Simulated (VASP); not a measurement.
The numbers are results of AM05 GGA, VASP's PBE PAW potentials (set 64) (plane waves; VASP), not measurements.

The input files of a VASP run:

### INCAR
```
! general
SYSTEM  =  Be
PREC    =  Accurate
ENCUT   =  520   ! plane-wave cut-off (eV)
LREAL   =  .False.   ! projection in real space or not
LASPH   =  .True.

! electronic loop
EDIFF   =  1E-7   ! SCF stop (eV)
NELM    =  100
ALGO    =  Normal

! smearing
ISMEAR  =  -5   ! tetrahedra, Bloechl

! functional
GGA     =  AM   ! AM05

! ions
ISIF    =  2   ! forces and stress, cell fixed

! output
LWAVE   =  .False.
LCHARG  =  .True.
LORBIT  =  11   ! lm-projected
NEDOS   =  601
```

**KPOINTS**
```
Automatic mesh
0
Gamma
21 21 12
0 0 0
```

### POSCAR
```
Be
1
    1.1309072678    -1.9587886783     0.0000000000
    1.1309072678     1.9587886783     0.0000000000
    0.0000000000     0.0000000000     3.5594349254
Be
2
Direct
  0.3333330000   0.6666670000   0.2500000000
  0.6666670000   0.3333330000   0.7500000000
```

POTCAR, in this order: Be (PBE.64 set). Program: vasp_std.

For a metal the tetrahedron method with Blöchl corrections gives inexact stress and forces.

Task: What does the run give for the energy per atom (σ→0), band gap (on the k-mesh)?

Result: 
The energy per atom (σ→0) comes out as -3.961 eV/atom. The band gap (on the k-mesh) is none (metal, semimetal or under 0.01 eV).

**OSZICAR**
```
...
DAV:   4    -0.794147123297E+01   -0.40047E-04   -0.37842E-04  6000   0.135E-01
DAV:   5    -0.794147128660E+01   -0.53632E-07   -0.51555E-07  5178   0.166E-03    0.124E+00
DAV:   6    -0.792889510823E+01    0.12576E-01   -0.37308E-03  4326   0.857E-01    0.754E-01
DAV:   7    -0.792293062262E+01    0.59645E-02   -0.57417E-03  4320   0.866E-01    0.259E-02
DAV:   8    -0.792293453411E+01   -0.39115E-05   -0.36142E-05  6402   0.542E-02    0.102E-02
DAV:   9    -0.792293517819E+01   -0.64408E-06   -0.58811E-07  4782   0.877E-03    0.537E-04
DAV:  10    -0.792293526640E+01   -0.88208E-07   -0.22024E-09  3990   0.514E-04
   1 F= -.79229353E+01 E0= -.79229353E+01  d E =0.000000E+00
```

The compound is Be in the hcp structure. It was relaxed first.
